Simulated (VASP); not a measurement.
Energy against volume of Nb (bcc). Level of theory: revPBE GGA, VASP's PBE PAW potentials (set 64) (plane waves; VASP 6.6.1). Settings: 520 eV cut-off, 15×15×15 Γ-centred mesh, first-order Methfessel-Paxton smearing of 0.10 eV, potentials Nb_sv.

| V (Å³/atom) | E (eV/atom) |
|---|---|
| 17.256 | -9.76855 |
| 17.807 | -9.79750 |
| 18.358 | -9.80622 |
| 18.908 | -9.79773 |

Problem. Fit these four points and predict the energy of the run at 19.459 Å³/atom.

Solution. A cubic in V^(−2/3), the third-order Birch-Murnaghan form, passes through the four points with V0 = 18.35 Å³/atom and B0 = 167 GPa, and gives -9.7745 eV/atom there. The run gave -9.7746 eV/atom, -0.1 meV/atom from the fit; all five points give B0 = 167 GPa.

The compound is Nb in the bcc structure. It was relaxed first.
